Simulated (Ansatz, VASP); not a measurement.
## Mo (Mo wire along [111], 4 atoms a period): VASP beside Ansatz

Aim: how closely do two programs agree when they are given the same cell, functional and k mesh? Of the first pair: The structure shown is the start of the Ansatz relaxation below; VASP solves that cell, so the two are compared at the walk's first step.

Method: plane waves, with VASP 6.6.1 beside it; single point at PBE, in Ansatz 0.2.0.

### Step 1. The starting structure

The cell holds 4 atoms: 4 Mo. Cell: a = 11.269 Å, b = 9.380 Å, c = 2.737 Å, α = 90.0°, β = 90.0°, γ = 90.0°. Vacuum lies along a and b. The structure's axis is c.

### Step 2. Ansatz: relaxation, PBE

Ansatz runs on its default PAW (the set named soft_2) files.

The two programs are compared at the cell with which this relaxation starts, whose forces are those of its first step.

input.yaml

```yaml
crystal:
  lattice:
    - [11.269, 0.0, 0.0]
    - [0.0, 9.38, 0.0]
    - [0.0, 0.0, 2.736640276]
  atoms:
    - { symbol: Mo, position: [0.301712663, 0.500006887, 0.0] }
    - { symbol: Mo, position: [0.499996222, 0.362473348, 0.333333333] }
    - { symbol: Mo, position: [0.499996222, 0.637540426, 0.666666667] }
    - { symbol: Mo, position: [0.698279781, 0.500006887, 0.0] }
kpoints:
  mp_grid: { grid: [1, 1, 30] }
scf:
  occupations: { method: fermi_dirac, width: 0.05 }
hamiltonian:
  xc: pbe
relax:
  cell: { fix: [a, b, alpha, beta, gamma] }
  max_steps: 60
```

Run with:

```console
$ ansatz run input.yaml --threads 4 --pin off --max-ram 16384MiB --backend cpu --events-out ev --progress --plain --runs-dir out
```

Numbers of over 12 decimals in the logs are rounded to 6 here.

The program printed:

```text
Engine: ansatz 0.2.0, aarch64-unknown-linux-gnu
Pseudopotentials: kind: paw
Pseudopotential: Mo, paw, valence charge 14, recommended cutoff 420 eV (normal), Mo.paw.azcp
Functional definition: PBE
  parameter kappa = 0.804
  parameter beta = 0.066725
  exchange = pbe_x(kappa = kappa, mu = beta*pi^2/3)
  correlation = pbe_c(beta = beta)
Crystal: 4 atoms, lattice volume = 289.272 Å³
Basis set: ecut = 420 eV, 5671 PW (Γ), exchange–correlation on 160×128×40 points (8 copies of the dense FFT grid, shifted against one another)
Bands: 34, of which v1, the nominal top of the filled ones, is band 28 counted from 1 (27 counted from 0)
Symmetry: 4 space group operations
Space group: P2/m (ITA 10), of the structure as read, at distance tolerance 6.6e-5 Å
k-points: 16 of 30
Non-local potential: Mo, projectors of the file, l = 0: 3, l = 1: 2, l = 2: 2, l = 3: 1
PAW form: soft (Blöchl's): semilocal exchange-correlation on the pseudo side does not see the compensation charge
PAW one-centre angular grid: Mo, 590 points (default); XC on 64 Gauss nodes
Initial density: superposition of atomic densities (neutral atoms: chi_scale 0, normalization atom), corrected by the library's trained network
Initial wavefunctions: pseudopotential atomic-orbital guess
Functional: x = pbe(κ = 0.804, μ = 0.219515), c = pbe(β = 0.066725)
SCF iter   1: F=—  HF=-19813.998854 eV  |F-HF|=—  |Δ(HF+E_count)|=         —  Δρ=8.61e-3  dr2=7.20e-1  ethr=1.77e-3  ⟨swp⟩=7.5  Hψ=2496  notcnv=0
preconditioner: auto → LDOS  [metal: Δε(μ)=0.037 eV  Ē_g=2.617 eV  σ=0.050 eV  W_gap=0.18  n_scr=32 (ndim 8)  ℏωp=10.7 eV  f_vac=0.572  D(μ)=9.02/eV (n_scr^D=56)  β→1.0]
SCF iter   2: F=—  HF=-19813.988455 eV  |F-HF|=—  |Δ(HF+E_count)|=   1.04e-2  Δρ=4.76e-3  dr2=1.60e-1  ethr=1.29e-3  ⟨swp⟩=2.0  Hψ=730  notcnv=0
SCF iter   3: F=—  HF=-19813.980066 eV  |F-HF|=—  |Δ(HF+E_count)|=   8.39e-3  Δρ=1.57e-3  dr2=2.23e-2  ethr=2.85e-4  ⟨swp⟩=2.0  Hψ=772  notcnv=0
SCF iter   4: F=—  HF=-19813.979459 eV  |F-HF|=—  |Δ(HF+E_count)|=   6.07e-4  Δρ=3.59e-4  dr2=9.45e-4  ethr=3.98e-5  ⟨swp⟩=1.6  Hψ=572  notcnv=0
SCF iter   5: F=—  HF=-19813.979461 eV  |F-HF|=—  |Δ(HF+E_count)|=   2.16e-6  Δρ=9.83e-5  dr2=5.36e-5  ethr=1.69e-6  ⟨swp⟩=2.2  Hψ=778  notcnv=0
SCF iter   6: F=—  HF=-19813.979422 eV  |F-HF|=—  |Δ(HF+E_count)|=   3.89e-5  Δρ=3.72e-5  dr2=1.15e-5  ethr=9.57e-8  ⟨swp⟩=2.0  Hψ=783  notcnv=0
SCF iter   7: F=—  HF=-19813.979423 eV  |F-HF|=—  |Δ(HF+E_count)|=   1.06e-6  Δρ=1.28e-5  dr2=8.06e-7  ethr=2.06e-8  ⟨swp⟩=2.0  Hψ=744  notcnv=0
SCF iter   8: F=—  HF=-19813.979423 eV  |F-HF|=—  |Δ(HF+E_count)|=   3.93e-7  Δρ=6.77e-6  dr2=4.82e-7  ethr=1.79e-10  ⟨swp⟩=6.1  Hψ=2209  notcnv=0
SCF iter   9: F=-19813.979423 eV  HF=-19813.979423 eV  |F-HF|=2.76e-8  |Δ(HF+E_count)|=   3.10e-8  Δρ=2.25e-6  dr2=3.71e-8  ethr=1.79e-10  ⟨swp⟩=3.2  Hψ=1861  notcnv=0
SCF 1 converged in 9 iterations: F = -19813.979423 eV  dr2 = 3.71e-8
  greatest PAW one-centre occupation: 0.998 electrons in one spin orbital (limit 2), on the Mo atom at site 3 (counted from 0), in its partial waves of l = 0
relax step   1: F+E_penalty+E_count = -19813.97942343 eV  Δ(F+E_penalty+E_count) = +0.000e0 eV  max|allowed force component| = 3.218e0 eV/Å  Δτ_max = 0.0000 Å  P = -6.625 GPa  Ω = 289.272 Å³  fix = [a, b, alpha, beta, gamma]  reactions: a -7.987, b -4.039 GPa; alpha -0.954 GPa/rad  (9 SCF iters, dr2 threshold 1.00e-7 eV, accepted)
[...]
relax step   5: F+E_penalty+E_count = -19815.61401508 eV  Δ(F+E_penalty+E_count) = -1.746e-3 eV  max|allowed force component| = 8.291e-2 eV/Å  Δτ_max = 0.0090 Å  P = -0.004 GPa  Ω = 286.064 Å³  energy of the carried Pulay correction = +1.608e-4 eV  fix = [a, b, alpha, beta, gamma]  reactions: a -0.154, b -0.003 GPa; alpha +0.095 GPa/rad  (7 SCF iters, dr2 threshold 4.00e-7 eV, accepted)
[...]
relax step   6: F+E_penalty+E_count = -19815.61632392 eV  Δ(F+E_penalty+E_count) = -2.309e-3 eV  max|allowed force component| = 4.108e-2 eV/Å  Δτ_max = 0.0085 Å  P = +0.073 GPa  Ω = 287.773 Å³  energy of the carried Pulay correction = +7.492e-5 eV  fix = [a, b, alpha, beta, gamma]  reactions: a +0.048, b +0.091 GPa; alpha +0.049 GPa/rad  (7 SCF iters, dr2 threshold 4.00e-7 eV, accepted)
[...]
relax step   7: F+E_penalty+E_count = -19815.61652498 eV  Δ(F+E_penalty+E_count) = -2.011e-4 eV  max|allowed force component| = 7.701e-3 eV/Å  Δτ_max = 0.0036 Å  P = +0.036 GPa  Ω = 288.087 Å³  energy of the carried Pulay correction = +5.918e-5 eV  fix = [a, b, alpha, beta, gamma]  reactions: a +0.051, b +0.045 GPa; alpha -0.007 GPa/rad  (6 SCF iters, dr2 threshold 1.05e-7 eV, accepted)
[...]
relax step   8: F+E_penalty+E_count = -19815.61645695 eV  Δ(F+E_penalty+E_count) = +6.803e-5 eV  max|allowed force component| = 7.869e-3 eV/Å  Δτ_max = 0.0000 Å  P = +0.038 GPa  Ω = 288.087 Å³  fix = [a, b, alpha, beta, gamma]  reactions: a +0.054, b +0.047 GPa; alpha -0.007 GPa/rad  stress off target by 1.45e-2 GPa on what of the cell is left free  SCF on the basis re-selected at this cell (its energy is not comparable with the rows above)  (6 SCF iters)
basis re-selected at this cell: Δ(F+E_penalty+E_count) = +6.803e-5 eV, ΔP = +0.002 GPa vs the last step (what re-selecting the basis moved, of the pressure what is left beyond the Pulay correction that the steps carried, after the strain that the cell walked since its last selection, with what the two solves' SCF thresholds leave and, on support functions, any second-order correction that the steps lacked; it is no m [...]
SCF converged after 6 iterations
Free energy (F): -19815.616457 eV
Harris-Foulkes:  -19815.616457 eV  (|F-HF|=1.09e-11)
Internal energy: -19815.571392 eV  (E = F + TS)
E sigma→0 (E₀):  -19815.593924 eV
Entropy (-TS):   -0.045065 eV (-11.266 meV/atom)
Fermi energy:    1.671051 eV
--- Per-component energies (eV) ---
  E_band       = -1287.590374
  E_kinetic    = 1764.083938
  E_local      = -19418.853104  (includes V_loc(G=0)·N_el)
  E_nonlocal   = 583.818062
  E_hartree    = 8635.517226
  E_xc         = -726.693050
  E_vxc        = -905.974508  (∫ρ·V_xc dr)
  E_paw        = -12809.086586  (= ΣΔE_a)
  E_vpaw       = -581.699736  (= ΣTr[D̂ρ^β])
  E_aug_tail   = 0.000179  (compensation charges beyond the density's cutoff)
  E_ewald      = 2155.641943
  E_smearing   = -0.045065  (= −TS)
  E_closure    = -0.000000  (closes the sum)
  Σ components = -19815.616457   (vs F -19815.616457, Δ=0.00e0)
--- Forces (eV/Å), atoms counted from 1 ---
  atom   1  Mo    -0.00786901     0.00000000     0.00000000
  atom   2  Mo     0.00000000     0.00270857    -0.00205095
  atom   3  Mo     0.00000000    -0.00270857     0.00205095
  atom   4  Mo     0.00786901     0.00000000     0.00000000
  max |Σ_I F_I| component: 0.00e0 eV/Å
--- Stress (GPa, compression-positive) ---
        0.053607       0.000000       0.000000
        0.000000       0.046878       0.007152
        0.000000       0.007153       0.014500
  P = ⅓ Tr σ = 0.0383 GPa (0.383 kbar)
--- Relaxed structure (7 steps of the walk, 7 accepted, 1 SCFs on fresh bases) ---
  F+E_penalty+E_count = -19815.61645695 eV   max|allowed force component| = 7.869e-3 eV/Å   (the final SCF, on the basis selected at the relaxed cell)
  cell:  # Å, volume = 288.0871 Å³
    - [11.269, 0.0, 0.0]
    - [0.0, 9.38, 0]
    - [0.0, 0, 2.725434]
  atoms:
    - { symbol: Mo, position: [0.326138, 0.500007, 0] }
    - { symbol: Mo, position: [0.499996, 0.374748, 0.284462] }
    - { symbol: Mo, position: [0.499996, 0.625266, 0.715538] }
    - { symbol: Mo, position: [0.673854, 0.500007, 0] }
```

Reading the cycles: dr2 is the Hartree energy of the density residual (eV), the measure of convergence; HF is the Harris–Foulkes estimate of the energy, which meets the free energy F at convergence.

### Step 3. VASP: single point, PBE, start cell, pair 1

The same cell, functional, mesh and smearing now go to VASP, with its own data sets.

Lines of VASP's logs that name or quote its potential files are left out, and so is its time.

INCAR

```
SYSTEM = Mo
PREC = Accurate
ENCUT = 400
EDIFF = 1E-06
NELM = 120
ISMEAR = -1
SIGMA = 0.05
LREAL = .FALSE.
ALGO = Normal
GGA = PE
NBANDS = 34
LASPH = .TRUE.
LORBIT = 11
LWAVE = .FALSE.
LCHARG = .FALSE.
ISIF = 2
GGA_COMPAT = .FALSE.
```

POSCAR

```
Mo
1.0
   11.2690000000      0.0000000000      0.0000000000
    0.0000000000      9.3800000000      0.0000000000
    0.0000000000      0.0000000000      2.7366400000
Mo
4
Direct
    0.3017164345      0.5000069296      0.0000000000
    0.5000000000      0.3624734008      0.3333332115
    0.5000000000      0.6375404584      0.6666667885
    0.6982835655      0.5000069296      0.0000000000
```

KPOINTS

```
Automatic mesh
0
Gamma
1 1 30
0 0 0
```

The projector-augmented-wave data sets are Mo_sv (PBE family, release 64).

Run with:

```console
$ mpirun -np 1 vasp_std
```

The program printed:

```text
[banner, memory and clock lines left out]
running    1 mpi-ranks, on    1 nodes
 distrk:  each k-point on    1 cores,    1 groups
 distr:  one band on    1 cores,    1 groups

 POSCAR found type information on POSCAR Mo
 POSCAR found :  1 types and       4 ions
 LDA part: xc-table for (Slater+PW92), standard interpolation
 POSCAR, INCAR and KPOINTS ok, starting setup
 FFT: planning ... GRIDC
 FFT: planning ... GRID_SOFT
 FFT: planning ... GRID
 WAVECAR not read
 entering main loop
       N       E                     dE             d eps       ncg     rms          rms(c)
DAV:   1     0.364281656731E+03    0.36428E+03   -0.31595E+04  1632   0.113E+03
DAV:   2    -0.175284593483E+02   -0.38181E+03   -0.37510E+03  1334   0.331E+02
DAV:   3    -0.366491292047E+02   -0.19121E+02   -0.18565E+02  1448   0.538E+01
DAV:   4    -0.375773118494E+02   -0.92818E+00   -0.90574E+00  1528   0.859E+00
DAV:   5    -0.376053379735E+02   -0.28026E-01   -0.27709E-01  1478   0.131E+00    0.156E+01
DAV:   6    -0.346909472970E+02    0.29144E+01   -0.16797E+01  1412   0.202E+01    0.715E+00
DAV:   7    -0.373132116154E+02   -0.26223E+01   -0.40354E+01  1424   0.216E+01    0.141E+01
DAV:   8    -0.337097002308E+02    0.36035E+01   -0.22598E+01  1462   0.114E+01    0.198E+00
DAV:   9    -0.337077348979E+02    0.19653E-02   -0.42120E-01  1408   0.271E+00    0.130E+00
DAV:  10    -0.336935378233E+02    0.14197E-01   -0.57028E-02  1416   0.104E+00    0.466E-01
DAV:  11    -0.336928395072E+02    0.69832E-03   -0.74953E-03  1496   0.436E-01    0.123E-01
DAV:  12    -0.336948165343E+02   -0.19770E-02   -0.19090E-03  1224   0.210E-01    0.716E-02
DAV:  13    -0.336964110069E+02   -0.15945E-02   -0.12393E-03  1366   0.122E-01    0.392E-02
DAV:  14    -0.336975605353E+02   -0.11495E-02   -0.45964E-04  1296   0.832E-02    0.203E-02
DAV:  15    -0.336981785316E+02   -0.61800E-03   -0.11089E-04  1172   0.432E-02    0.924E-03
DAV:  16    -0.336983960065E+02   -0.21747E-03   -0.34108E-05  1040   0.215E-02    0.561E-03
DAV:  17    -0.336984138884E+02   -0.17882E-04   -0.56344E-06  1096   0.904E-03    0.234E-03
DAV:  18    -0.336984185825E+02   -0.46941E-05   -0.17487E-06   868   0.443E-03    0.823E-04
DAV:  19    -0.336984187091E+02   -0.12654E-06   -0.25059E-07   826   0.189E-03
   1 F= -.33698419E+02 E0= -.33660631E+02  d E =-.755751E-01
```

From OUTCAR (step 3):

```text
ion  position               nearest neighbor table
   1  0.302  0.500  0.000-   2 2.74   3 2.74   3 3.16   2 3.16
   2  0.500  0.362  0.333-   1 2.74   4 2.74   3 2.74   3 3.16   1 3.16   4 3.16
   3  0.500  0.638  0.667-   1 2.74   4 2.74   2 2.74   2 3.16   1 3.16   4 3.16
   4  0.698  0.500  0.000-   2 2.74   3 2.74   3 3.16   2 3.16

  LATTYP: Found a simple orthorhombic cell.
 ALAT       =     2.7366400000
 B/A-ratio  =     3.4275608045
 C/A-ratio  =     4.1178233162

 Subroutine GETGRP returns: Found  4 space group operations
 (whereof  2 operations were pure point group operations)

The static configuration has the point symmetry C_1h.
 The point group associated with its full space group is C_2h.

 Found     16 irreducible k-points:

   k-points           NKPTS =     16   k-points in BZ     NKDIM =     16   number of bands    NBANDS=     34

   dimension x,y,z NGX =    80 NGY =   64 NGZ =   18
   dimension x,y,z NGXF=   160 NGYF=  128 NGZF=   36

   ENCUT  =  400.0 eV  29.40 Ry    5.42 a.u.  18.38 15.30  4.46*2*pi/ulx,y,z

   NELECT =      56.0000    total number of electrons

 k-points in reciprocal lattice and weights: Automatic mesh
   0.00000000  0.00000000  0.00000000       0.033
   0.00000000  0.00000000  0.03333333       0.067
   0.00000000  0.00000000  0.06666667       0.067
   0.00000000  0.00000000  0.10000000       0.067
   0.00000000  0.00000000  0.13333333       0.067
   0.00000000  0.00000000  0.16666667       0.067
   0.00000000  0.00000000  0.20000000       0.067
   0.00000000  0.00000000  0.23333333       0.067
   0.00000000  0.00000000  0.26666667       0.067
[...]
0.00000000  0.00000000  0.46666667       0.067
   0.00000000  0.00000000  0.50000000       0.033

 average (electrostatic) potential at core
       1 -81.8428       2 -82.1150       3 -82.1150       4 -81.8428

 E-fermi :  -0.2686

 k-point     1 :       0.0000    0.0000    0.0000
  band No.  band energies     occupation
    ...
     24      -1.8735      2.00000
     25      -1.3563      2.00000
     26      -1.2713      2.00000
     27      -0.7464      1.99986
     28      -0.2183      0.53617
     29      -0.1298      0.11733
     30       0.2959      0.00003
     31       0.4004      0.00000
     32       0.4155      0.00000
     33       1.1800      0.00000
    ...

 k-point     2 :       0.0000    0.0000    0.0333
  band No.  band energies     occupation
    ...
     24      -1.8492      2.00000
     25      -1.3655      2.00000
     26      -1.2632      2.00000
     27      -0.7628      1.99990
     28      -0.2595      0.90933
     29      -0.1380      0.13696
     30       0.2937      0.00003
     31       0.3736      0.00001
     32       0.3858      0.00000
     33       1.1819      0.00000
    ...

 k-point     3 :       0.0000    0.0000    0.0667
  band No.  band energies     occupation
    ...
     24      -1.7764      2.00000
     25      -1.3898      2.00000
     26      -1.2472      2.00000
     27      -0.8167      1.99997
     28      -0.3727      1.77846
     29      -0.1564      0.19195
     30       0.2813      0.00003
     31       0.2849      0.00003
     32       0.3127      0.00002
     33       1.0196      0.00000
    ...

  Total      -14.7512458     -7.6374686    -14.4292642      0.0000000      1.7213799      0.0000000
  in kB      -81.7021331    -42.3013405    -79.9187866      0.0000000      9.5341376      0.0000000
  external PRESSURE =     -67.9740867 kB  Pullay stress =       0.0000000 kB

  energy-cutoff  :      400.00
  volume of cell :      289.27
      direct lattice vectors                 reciprocal lattice vectors
    11.269000000  0.000000000  0.000000000     0.088739019  0.000000000  0.000000000
     0.000000000  9.380000000  0.000000000     0.000000000  0.106609808  0.000000000
     0.000000000  0.000000000  2.736640000     0.000000000  0.000000000  0.365411600

 POSITION                                       TOTAL-FORCE (eV/Angst)
 -----------------------------------------------------------------------------------
      3.40004      4.69006      0.00000         3.201400      0.000000      0.000000
      5.63450      3.40000      0.91221         0.000000      2.729402     -0.657539
      5.63450      5.98013      1.82443         0.000000     -2.729402      0.657539
      7.86896      4.69006      0.00000        -3.201400      0.000000      0.000000
 -----------------------------------------------------------------------------------
    total drift:                                0.000000     -0.000000     -0.000000

  FREE ENERGIE OF THE ION-ELECTRON SYSTEM (eV)
  ---------------------------------------------------
  free  energy   TOTEN  =       -33.6984187091 eV

  energy  without entropy=      -33.6228436573  energy(sigma->0) =      -33.66063118

 total charge
# of ion       s       p       d       tot
------------------------------------------
    1        2.359   6.034   3.904  12.297
    2        2.350   6.089   3.840  12.279
    3        2.350   6.089   3.840  12.279
    4        2.359   6.034   3.904  12.297
--------------------------------------------------
tot          9.419  24.246  15.487  49.152

[... 3 further parts left out ...]
```

### Step 4. Side by side

Known differences besides the potentials themselves: the cutoff is 420 eV in Ansatz and 400 eV in VASP. Total energies have different zeros and are not compared.

Forces (eV/Å; atoms numbered as in POSCAR):

| atom | Ansatz x, y, z | VASP x, y, z |
| --- | --- | --- |
| Mo1 | 3.218, 0.000, 0.000 | 3.201, 0.000, 0.000 |
| Mo2 | 0.000, 2.748, -0.658 | 0.000, 2.729, -0.658 |
| Mo3 | 0.000, -2.748, 0.658 | 0.000, -2.729, 0.658 |
| Mo4 | -3.218, 0.000, 0.000 | -3.201, 0.000, 0.000 |

The forces differ by 10 meV/Å r.m.s., which is 0.6 % of the r.m.s. force of 1.738 eV/Å (both taken over all components).

[end of part 1 of 2]

[Lines on the potential files, build, host, timing and source positions are cut from VASP's logs without a mark.]

[Logs are printed without paths, hosts, clocks, repeated set-up lines and the standing remarks that a program may print on its own settings, such as how far it seeks lower states.]

[Hosts, paths, dates, database ids (printed as entryN), source tags and the programs' standing remarks are cut or masked in the printed files.]
